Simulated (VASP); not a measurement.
Consider the following.

```yaml
crystal:
  lattice:
    - [0.03635, 4.06646, 3.92952]
    - [4.06646, 0.03635, 3.92952]
    - [2.05141, 2.05141, 0.00000]
  atoms:
    - { symbol: Al, position: [0.00000, 0.00000, 0.00000] }
    - { symbol: Ag, position: [0.00000, 0.50000, 0.00000] }
    - { symbol: Ag, position: [0.50000, 0.00000, 0.00000] }
    - { symbol: Ag, position: [0.50000, 0.50000, 0.00000] }
```

Method: PBEsol GGA, VASP's PBE PAW potentials (set 64) (plane waves; VASP). Run with 400 eV cut-off, Gaussian smearing of 0.050 eV, potentials Al Ag.

Question: Estimate the band gap (along the path) with the smallest direct gap where there is one.

Answer: 
band gap (along the path): none (metal, semimetal or under 0.01 eV)

The absolute energy has meaning only against runs of the same code, potentials and settings.

The structure was generated: Ag3Al was put into an ordered model structure (Cmmm), which need not be its known phase. It was relaxed first.
